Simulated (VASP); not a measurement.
All values below come from PBE GGA with D3 dispersion (Becke-Johnson damping), VASP's PBE PAW potentials (set 64) (plane waves; VASP).

VASP input:

### INCAR
```
! general
SYSTEM  = Ge
PREC    = Accurate
ENCUT   = 520
LREAL   = .False.   ! projection in real space or not
LASPH   = .True.

! electronic loop
EDIFF   = 1E-7   ! SCF stop (eV)
NELM    = 100   ! most electronic steps
ALGO    = Normal   ! blocked Davidson
LMAXMIX = 4   ! l cut-off of mixed one-centre charges

! smearing
ISMEAR  = -5

! functional
GGA     = PE   ! PBE
IVDW    = 12

! ions
ISIF    = 2   ! forces and stress, cell fixed

! output
LWAVE   = .False.
LCHARG  = .True.
LORBIT  = 11   ! lm-projected
NEDOS   = 601   ! DOS grid
```

KPOINTS:
```
kpoints
0
gamma
  12 12 12
```

POSCAR:
```
Ge
2.8491220
  0.0000000000   0.9999999201   0.9999999201
  0.9999999201   0.0000000000   0.9999999201
  0.9999999201   0.9999999201   0.0000000000
Ge
2
Direct
  0.0000000000   0.0000000000   0.0000000000
  0.2500000000   0.2500000000   0.2500000000
```

POTCAR, in this order: Ge_d (PBE.64 set). Program: vasp_std.

**Question.** What will the output report for the number of irreducible k-points (NKPTS), largest plane-wave count, number of space-group operations, FFT grid (NGX, NGY, NGZ)?

**Answer.** 
```
Item                                          Result
--------------------------------------  ------------
number of irreducible k-points (NKPTS)            72
largest plane-wave count                        1283
number of space-group operations                  48
FFT grid (NGX, NGY, NGZ)                30 × 30 × 30
```

The compound is Ge in the diamond structure. It was relaxed first.
